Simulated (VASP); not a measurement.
Level of theory: LDA (Ceperley-Alder, Perdew-Zunger), VASP's LDA PAW potentials (set 64) (plane waves; VASP).

The input files of a VASP run:

KPOINTS:
```
kpoints
0
G
5 5 2
0 0 0
```

INCAR:
```
LASPH = .TRUE.   # aspherical one-centre terms
LCHARG = .FALSE.
EDIFFG = -0.02   # ionic stop
ISMEAR = 0
EDIFF = 1E-6   # SCF stop (eV)
IBRION = 2   # conjugate gradients
NSW = 60   # most ionic steps
LREAL = .FALSE.   # projection in real space or not
LWAVE = .FALSE.
SYSTEM = HgTe
PREC = Accurate
ISIF = 3   # ions, shape and volume
SIGMA = 0.05
LMAXMIX = 6
ALGO = Normal
ENCUT = 400
NELM = 100   # most electronic steps
```

POSCAR:
```
HgTe
1
    4.4478275281     0.0000000000    -0.0000000000
   -2.2239137641     3.8519313656     0.0000000000
    0.0000000000    -0.0000000000    10.0912493983
Hg Te
3 3
Direct
  0.3467717868   0.3467717868   0.0000000000
  0.6532282132   0.0000000000   0.3333330000
  0.0000000000   0.6532282132   0.6666670000
  0.4502110408   0.4502110409   0.5000000000
  0.5497889592   0.0000000000   0.8333330000
  1.0000000000   0.5497889591   0.1666670000
```

POTCAR, in this order: Hg Te (LDA.64 set). Program: vasp_std.

Output

File OUTCAR:
```
 ion  position               nearest neighbor table
   1  0.347  0.347  0.000-   5 2.72   6 2.72   5 3.08   6 3.08   6 3.51   5 3.51
   2  0.653  0.000  0.333-   6 2.72   4 2.72   6 3.08   4 3.08   6 3.51   4 3.51
   3  0.000  0.653  0.667-   5 2.72   4 2.72   5 3.08   4 3.08   5 3.51   4 3.51
   4  0.450  0.450  0.500-   2 2.72   3 2.72   2 3.08   3 3.08   3 3.51   2 3.51
   5  0.550  0.000  0.833-   3 2.72   1 2.72   3 3.08   1 3.08   3 3.51   1 3.51
   6  0.000  0.550  0.167-   2 2.72   1 2.72   2 3.08   1 3.08   2 3.51   1 3.51
  LATTYP: Found a hexagonal cell.
 ALAT       =     4.4478275281
 C/A-ratio  =     2.2688041149
 Subroutine PRICEL returns:
 Original cell was already a primitive cell.
 Subroutine GETGRP returns: Found  6 space group operations
The static configuration has the point symmetry C_2 .
 The point group associated with its full space group is D_3 .
The dynamic configuration has the point symmetry C_2 .
 Subroutine INISYM returns: Found  6 space group operations
 Subroutine IBZKPT returns following result:
 Found     10 irreducible k-points:

 Following reciprocal coordinates:
            Coordinates               Weight
  0.000000  0.000000  0.000000      1.000000
  0.200000  0.000000  0.000000      6.000000
  0.400000  0.000000  0.000000      6.000000
  0.200000  0.200000  0.000000      6.000000
  0.400000  0.200000  0.000000      6.000000
  0.000000  0.000000  0.500000      1.000000
  0.200000  0.000000  0.500000      6.000000
  0.400000  0.000000  0.500000      6.000000
  0.200000  0.200000  0.500000      6.000000
  0.400000  0.200000  0.500000      6.000000
   k-points           NKPTS =     10   k-points in BZ     NKDIM =     10   number of bands    NBANDS=     32
   number of dos      NEDOS =    301   number of ions     NIONS =      6
   total plane-waves  NPLWV =  63000
   dimension x,y,z NGX =    30 NGY =   30 NGZ =   70
   dimension x,y,z NGXF=    60 NGYF=   60 NGZF=  140
   ions per type =               3   3
   PREC   = accura    normal or accurate (medium, high low for compatibility)
   ISTART =      0    job   : 0-new  1-cont  2-samecut
   ICHARG =      2    charge: 1-file 2-atom 10-const
   ISPIN  =      1    spin polarized calculation?
   LNONCOLLINEAR =      F non collinear calculations
   LSORBIT =      F    spin-orbit coupling
   INIWAV =      1    electr: 0-lowe 1-rand  2-diag
   ENCUT  =  400.0 eV  29.40 Ry    5.42 a.u.   7.25  7.25 16.46*2*pi/ulx,y,z
   NELM   =    100;   NELMIN=  2; NELMDL= -5     # of ELM steps
   EDIFF  = 0.1E-05   stopping-criterion for ELM
   LREAL  =      F    real-space projection
   NLSPLINE    = F    spline interpolate recip. space projectors
   LMAXMIX     =    6 max onsite mixed and CHGCAR
   VOSKOWN=      0    Vosko Wilk Nusair interpolation
   EDIFFG = -.2E-01   stopping-criterion for IOM
   NSW    =     60    number of steps for IOM
   NBLOCK =      1;   KBLOCK =     60    inner block; outer block
   IBRION =      2    ionic relax: 0-MD 1-quasi-New 2-CG
   NFREE  =      1    steps in history (QN), initial steepest desc. (CG)
   ISIF   =      3    stress and relaxation
   ISYM   =      2    0-nonsym 1-usesym 2-fastsym
   TEIN   =    0.0    initial temperature
   TEBEG  =    0.0;   TEEND  =   0.0 temperature during run
   SMASS  =  -3.00    Nose mass-parameter (am)
   PSTRESS=    0.0 pullay stress
   NELECT =      54.0000    total number of electrons
   EFERMI =   0.00;   METHOD = LEGACY
   ISMEAR =     0;   SIGMA  =   0.05  broadening in eV -4-tet -1-fermi 0-gaus
   IALGO  =     38    algorithm
   LDIAG  =      T    sub-space diagonalisation (order eigenvalues)
   IMIX   =      4    mixing-type and parameters
     AMIX     =   0.40;   BMIX     =  1.00
     AMIX_MAG =   1.60;   BMIX_MAG =  1.00
     AMIN     =   0.10
   GGA     = CA    functional components
   VOSKOWN =     0    Vosko Wilk Nusair interpolation
   LHFCALC =     F    Hartree Fock is set to
...
```

### OSZICAR
```
       N       E                     dE             d eps       ncg     rms          rms(c)
DAV:   1     0.321213254288E+03    0.32121E+03   -0.21073E+04   640   0.121E+03
DAV:   2     0.191017380892E+01   -0.31930E+03   -0.31325E+03   712   0.311E+02
DAV:   3    -0.153732383859E+02   -0.17283E+02   -0.17157E+02   768   0.716E+01
DAV:   4    -0.155985548260E+02   -0.22532E+00   -0.22522E+00   768   0.771E+00
DAV:   5    -0.156006364001E+02   -0.20816E-02   -0.20815E-02   792   0.795E-01    0.142E+01
DAV:   6    -0.149053212287E+02    0.69532E+00   -0.20334E+00   688   0.131E+01    0.110E+01
DAV:   7    -0.148785372672E+02    0.26784E-01   -0.63710E-01   696   0.383E+00    0.283E+00
DAV:   8    -0.148661183573E+02    0.12419E-01   -0.84852E-02   656   0.246E+00    0.129E+00
DAV:   9    -0.148658976223E+02    0.22073E-03   -0.77323E-03   752   0.654E-01    0.277E-01
DAV:  10    -0.148656728722E+02    0.22475E-03   -0.10693E-03   752   0.284E-01    0.592E-02
DAV:  11    -0.148656733133E+02   -0.44116E-06   -0.19328E-04   704   0.903E-02    0.630E-02
DAV:  12    -0.148656716854E+02    0.16279E-05   -0.54314E-05   720   0.601E-02    0.207E-02
DAV:  13    -0.148656706490E+02    0.10364E-05   -0.97719E-06   664   0.293E-02    0.351E-02
DAV:  14    -0.148656703671E+02    0.28187E-06   -0.12640E-06   360   0.427E-03
   1 F= -.14865670E+02 E0= -.14865670E+02  d E =-.148657E+02
       N       E                     dE             d eps       ncg     rms          rms(c)
DAV:   1    -0.148671869380E+02   -0.15163E-02   -0.14238E-01   640   0.218E+00    0.259E-01
DAV:   2    -0.148661387442E+02    0.10482E-02   -0.37400E-03   688   0.557E-01    0.826E-02
DAV:   3    -0.148660438358E+02    0.94908E-04   -0.33364E-04   728   0.118E-01    0.832E-02
DAV:   4    -0.148660239062E+02    0.19930E-04   -0.43598E-05   696   0.379E-02    0.184E-02
DAV:   5    -0.148660176446E+02    0.62617E-05   -0.24294E-05   720   0.411E-02    0.146E-02
DAV:   6    -0.148660177496E+02   -0.10505E-06   -0.12282E-06   344   0.814E-03
   2 F= -.14866018E+02 E0= -.14866018E+02  d E =-.347382E-03
       N       E                     dE             d eps       ncg     rms          rms(c)
DAV:   1    -0.148744741660E+02   -0.84565E-02   -0.99145E-01   640   0.573E+00    0.681E-01
DAV:   2    -0.148671122294E+02    0.73619E-02   -0.26260E-02   688   0.147E+00    0.215E-01
DAV:   3    -0.148664491272E+02    0.66310E-03   -0.23675E-03   720   0.315E-01    0.218E-01
DAV:   4    -0.148663122413E+02    0.13689E-03   -0.30385E-04   696   0.102E-01    0.491E-02
DAV:   5    -0.148662681766E+02    0.44065E-04   -0.17053E-04   728   0.108E-01    0.385E-02
DAV:   6    -0.148662689752E+02   -0.79857E-06   -0.92247E-06   688   0.212E-02
   3 F= -.14866269E+02 E0= -.14866269E+02  d E =-.598608E-03
       N       E                     dE             d eps       ncg     rms          rms(c)
DAV:   1    -0.148663827216E+02   -0.11454E-03   -0.18474E-02   640   0.667E-01    0.210E-02
DAV:   2    -0.148663859674E+02   -0.32458E-05   -0.74753E-05   760   0.542E-02    0.124E-02
DAV:   3    -0.148663854481E+02    0.51928E-06   -0.15515E-06   368   0.759E-03
   4 F= -.14866385E+02 E0= -.14866385E+02  d E =-.116473E-03
       N       E                     dE             d eps       ncg     rms          rms(c)
DAV:   1    -0.148666882249E+02   -0.30226E-03   -0.16652E-01   640   0.200E+00    0.665E-02
DAV:   2    -0.148667239385E+02   -0.35714E-04   -0.65385E-04   760   0.156E-01    0.207E-02
DAV:   3    -0.148667188735E+02    0.50649E-05   -0.13116E-05   720   0.211E-02    0.157E-02
DAV:   4    -0.148667169047E+02    0.19688E-05   -0.37442E-06   600   0.107E-02    0.687E-03
DAV:   5    -0.148667168439E+02    0.60843E-07   -0.67599E-07   320   0.495E-03
   5 F= -.14866717E+02 E0= -.14866717E+02  d E =-.447869E-03
       N       E                     dE             d eps       ncg     rms          rms(c)
DAV:   1    -0.148671688859E+02   -0.45198E-03   -0.66546E-01   640   0.401E+00    0.135E-01
DAV:   2    -0.148673132472E+02   -0.14436E-03   -0.26294E-03   760   0.311E-01    0.400E-02
DAV:   3    -0.148672928928E+02    0.20354E-04   -0.52859E-05   720   0.424E-02    0.302E-02
DAV:   4    -0.148672853337E+02    0.75591E-05   -0.14702E-05   752   0.207E-02    0.133E-02
DAV:   5    -0.148672850109E+02    0.32281E-06   -0.18453E-06   368   0.828E-03
   6 F= -.14867285E+02 E0= -.14867285E+02  d E =-.101604E-02
       N       E                     dE             d eps       ncg     rms          rms(c)
DAV:   1    -0.148675671084E+02   -0.28177E-03   -0.26606E+00   640   0.801E+00    0.269E-01
DAV:   2    -0.148681469629E+02   -0.57985E-03   -0.10588E-02   760   0.619E-01    0.796E-02
DAV:   3    -0.148680661831E+02    0.80780E-04   -0.21144E-04   720   0.853E-02    0.601E-02
DAV:   4    -0.148680365833E+02    0.29600E-04   -0.56402E-05   752   0.408E-02    0.267E-02
DAV:   5    -0.148680352540E+02    0.13292E-05   -0.81617E-06   728   0.167E-02    0.854E-03
DAV:   6    -0.148680352452E+02    0.88485E-08   -0.49786E-07   344   0.431E-03
   7 F= -.14868035E+02 E0= -.14868035E+02  d E =-.176627E-02
       N       E                     dE             d eps       ncg     rms          rms(c)
DAV:   1    -0.148659985928E+02    0.20367E-02   -0.10638E+01   640   0.160E+01    0.539E-01
DAV:   2    -0.148683885283E+02   -0.23899E-02   -0.43305E-02   752   0.124E+00    0.158E-01
DAV:   3    -0.148680732605E+02    0.31527E-03   -0.84187E-04   728   0.173E-01    0.119E-01
DAV:   4    -0.148679601493E+02    0.11311E-03   -0.20552E-04   736   0.786E-02    0.540E-02
DAV:   5    -0.148679538939E+02    0.62554E-05   -0.33953E-05   768   0.338E-02    0.163E-02
DAV:   6    -0.148679538877E+02    0.61609E-08   -0.23003E-06   448   0.940E-03
   8 F= -.14867954E+02 E0= -.14867954E+02  d E =-.168491E-02
       N       E                     dE             d eps       ncg     rms          rms(c)
DAV:   1    -0.148677350699E+02    0.21882E-03   -0.30519E+00   640   0.861E+00    0.291E-01
DAV:   2    -0.148683974485E+02   -0.66238E-03   -0.12085E-02   752   0.696E-01    0.886E-02
DAV:   3    -0.148683017198E+02    0.95729E-04   -0.24421E-04   736   0.898E-02    0.665E-02
DAV:   4    -0.148682643728E+02    0.37347E-04   -0.75474E-05   736   0.465E-02    0.277E-02
DAV:   5    -0.148682632591E+02    0.11137E-05   -0.86073E-06   712   0.174E-02    0.102E-02
DAV:   6    -0.148682632374E+02    0.21646E-07   -0.48863E-07   320   0.394E-03
   9 F= -.14868263E+02 E0= -.14868263E+02  d E =-.199426E-02
       N       E                     dE             d eps       ncg     rms          rms(c)
DAV:   1    -0.148725234570E+02   -0.42602E-02   -0.92994E-02   688   0.253E+00    0.488E-01
DAV:   2    -0.148689554798E+02    0.35680E-02   -0.10799E-02   656   0.103E+00    0.156E-01
DAV:   3    -0.148686516359E+02    0.30384E-03   -0.10276E-03   696   0.206E-01    0.156E-01
DAV:   4    -0.148685871794E+02    0.64456E-04   -0.11491E-04   672   0.639E-02    0.467E-02
DAV:   5    -0.148685620272E+02    0.25152E-04   -0.89898E-05   744   0.744E-02    0.281E-02
DAV:   6    -0.148685625372E+02   -0.50999E-06   -0.61915E-06   640   0.208E-02
  10 F= -.14868563E+02 E0= -.14868563E+02  d E =-.299300E-03
```

OUTCAR:
```
------------------------ aborting loop because EDIFF is reached ----------------------------------------
  FORCE on cell =-STRESS in cart. coord.  units (eV):
  Direction    XX          YY          ZZ          XY          YZ          ZX
  --------------------------------------------------------------------------------------
  Total        0.0684732      0.0684732     -0.0064018     -0.0000000      0.0000000      0.0000000
  in kB        0.6378706      0.6378705     -0.0596363     -0.0000000      0.0000000      0.0000000
  external PRESSURE =       0.4053682 kB  Pullay stress =       0.0000000 kB
  volume of cell :      171.99
      direct lattice vectors                 reciprocal lattice vectors
     4.435373162  0.000000000  0.000000000     0.225460173  0.130169500  0.000000000
    -2.217686581  3.841145571 -0.000000000    -0.000000000  0.260339001  0.000000000
    -0.000000000 -0.000000000 10.095037525    -0.000000000  0.000000000  0.099058572
 POSITION                                       TOTAL-FORCE (eV/Angst)
 -----------------------------------------------------------------------------------
      0.78668      1.36257      0.00000         0.004041      0.007000     -0.000000
      2.86202      0.00000      3.36501        -0.008083     -0.000000      0.000000
     -1.43101      2.47858      6.73003         0.004041     -0.007000     -0.000000
      0.99099      1.71644      5.04752         0.007437      0.012881     -0.000000
      2.45340      0.00000      8.41253        -0.014873     -0.000000      0.000000
      3.20867      2.12471      1.68251         0.007437     -0.012881     -0.000000
 -----------------------------------------------------------------------------------
    total drift:                                0.001266     -0.001983      0.000027
  FREE ENERGIE OF THE ION-ELECTRON SYSTEM (eV)
  ---------------------------------------------------
  free  energy   TOTEN  =       -14.8685625372 eV

  energy  without entropy=      -14.8685625371  energy(sigma->0) =      -14.86856254

 reached required accuracy - stopping structural energy minimisation
```
(Selected blocks of OUTCAR.)

### CONTCAR
```
HgTe
   1.00000000000000
     4.4353731622283119    0.0000000000001633    0.0000000000000000
    -2.2176865811638744    3.8411455706121154   -0.0000000000000000
    -0.0000000000000000   -0.0000000000000000   10.0950375254525770
  Hg              Te
     3     3
Direct
     0.3547290240230473    0.3547290240221839    0.0000000000000000
     0.6452709759760890    0.0000000000000002    0.3333330000000032
     0.0000000000008637    0.6452709759778159    0.6666669999999968
     0.4468554728712815    0.4468554729715709    0.5000000000000000
     0.5531445271290061    0.0000000000000000    0.8333330000000032
     0.9999999999997125    0.5531445270284293    0.1666669999999968
```

The structure comes from a computed database's HgTe entry (P3_121); how it stands against other phases isn't given here. This run relaxes it. Symmetry was kept, so distortions that lower it aren't found. The start is the result of an earlier pass.
